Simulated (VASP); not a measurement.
Consider the following.

```cif
data_CdS
_chemical_formula_sum 'Cd1 S1'
_space_group_name_H-M_alt 'P 1'
_space_group_IT_number 1
_cell_length_a 4.14852
_cell_length_b 4.14852
_cell_length_c 4.14852
_cell_angle_alpha 60.000
_cell_angle_beta 60.000
_cell_angle_gamma 60.000
loop_
_space_group_symop_operation_xyz
  'x, y, z'
loop_
_atom_site_label
_atom_site_type_symbol
_atom_site_fract_x
_atom_site_fract_y
_atom_site_fract_z
_atom_site_occupancy
Cd1 Cd 0.00000 0.00000 0.00000 1
S1 S 0.25000 0.25000 0.25000 1
```

Computed with PBE GGA with D3 dispersion (zero damping), VASP's PBE PAW potentials (set 64) (plane waves; VASP). Numerical set-up: 520 eV cut-off, 8×8×8 Γ-centred mesh, Gaussian smearing of 0.050 eV, potentials Cd S.

Question: Give the energy at these volumes per atom, relative to the lowest: 23.72, 24.47, 25.23, 25.99, 26.75 Å³.

Answer: 19.4, 4.6, 0.0, 3.9, 14.9 meV/atom. A third-order Birch-Murnaghan fit gives B0 = 59.7 GPa and B0′ = 4.8.

Measured: a 5.832 Å (computed value off by +0.6 %), as given by arXiv:1206.3780. The calculation is for a static lattice, while the measured a holds thermal and zero-point effects, which are part of the difference.

The compound is CdS in the zinc blende structure, a metastable form; wurtzite is the usual one. It was relaxed first.
